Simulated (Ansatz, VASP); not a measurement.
**HfSiF in VASP and in Ansatz**

INCAR

```
SYSTEM = HfSiF
ALGO     = Normal         ! electronic algorithm
EDIFF    = 1E-6           ! SCF threshold, eV
EDIFFG   = -0.01          ! ionic threshold
ENCUT    = 600            ! plane-wave cutoff, eV
GGA      = PE             ! functional
IBRION   = 2              ! ionic algorithm
ISIF     = 3              ! what is computed and relaxed
ISMEAR   = 0              ! smearing method
LASPH    = .True.         ! aspherical terms in the spheres
LCHARG   = .False.        ! write CHGCAR
LREAL    = .False.        ! projectors in reciprocal space
LWAVE    = .False.        ! write WAVECAR
NELM     = 100            ! most SCF steps
NSW      = 100            ! ionic steps
PREC     = Accurate       ! precision mode
SIGMA    = 0.1            ! smearing width, eV
```

The input KPOINTS:

```
k-points
0
Gamma
  12 12 6
  0 0 0
```

File POSCAR:

```
HfSiF
1.0
    3.3845564415      0.0000000000      0.0000000000
    0.0000000000      3.3845564415      0.0000000000
    0.0000000000      0.0000000000      7.4616162093
Hf Si F
2 2 2
Direct
    0.0000000000      0.5000000000      0.2805030342
    0.5000000000      0.0000000000      0.7194969658
    0.5000000000      0.0000000000      0.0843697364
    0.0000000000      0.5000000000      0.9156302636
    0.0000000000      0.0000000000      0.5000000000
    0.5000000000      0.5000000000      0.5000000000
```

Input for Ansatz:

```yaml
crystal:
  lattice:
    - [3.3845564415, 0.0, 0.0]
    - [0.0, 3.3845564415, 0.0]
    - [0.0, 0.0, 7.4616162093]
  atoms:
    - { symbol: Hf, position: [0.0, 0.5, 0.2805030342] }
    - { symbol: Hf, position: [0.5, 0.0, 0.7194969658] }
    - { symbol: Si, position: [0.5, 0.0, 0.0843697364] }
    - { symbol: Si, position: [0.0, 0.5, 0.9156302636] }
    - { symbol: F, position: [0.0, 0.0, 0.5] }
    - { symbol: F, position: [0.5, 0.5, 0.5] }
basis:
  ecutwfc: 420
kpoints:
  mp_grid: { grid: [12, 12, 6] }
hamiltonian:
  xc: pbe
scf:
  occupations: { method: gaussian, width: 0.1 }
output:
  forces: true
  stress: true
  eigenvalues: true
  write_density: true
  write_potential: true
  elf: true
  volumetric_format: npy
relax:
  adjacent_minimum: "off"
  f_tol: 0.01
  max_steps: 80
  cell: { stress_tol: 0.05 }
```

Change from the starting cell: species swapped into the LuIO type (P4/nmm, No. 129).

Alike in both runs: task relaxation of cell and atoms; functional PBE; k mesh 12 × 12 × 6; occupations gaussian, width 0.1 eV; no spin polarisation.

|  | VASP | Ansatz |
| --- | --- | --- |
| version | VASP 6.6.1 | Ansatz 0.2.0 |
| potentials or method | VASP PAW PBE potentials, release 64 (Hf_pv, Si, F) | scalar-relativistic, plane waves, PAW |
| plane-wave cutoff (eV) | 600 | 420 |
| valence electrons in the cell | 42 | 74 |

|  | VASP | Ansatz | Ansatz less VASP |
| --- | --- | --- | --- |
| gap on the k mesh at the Fermi level, each at its own relaxed structure (eV) | none | none | - |
| relaxed volume (Å³/atom) | 14.16 | 14.29 | +0.123 |
| relaxed cell length with the largest relative difference (Å) | 7.417 | 7.442 | +0.0250 |
| energy change over the relaxation (meV/atom) | -1 | -1 | +0.4 |

A gap of «none» marks a metal or a gap that the smearing closes. The two sets of potentials don't hold the same shells in valence.

The runs have no spin-orbit coupling, so splittings on Hf are missing.
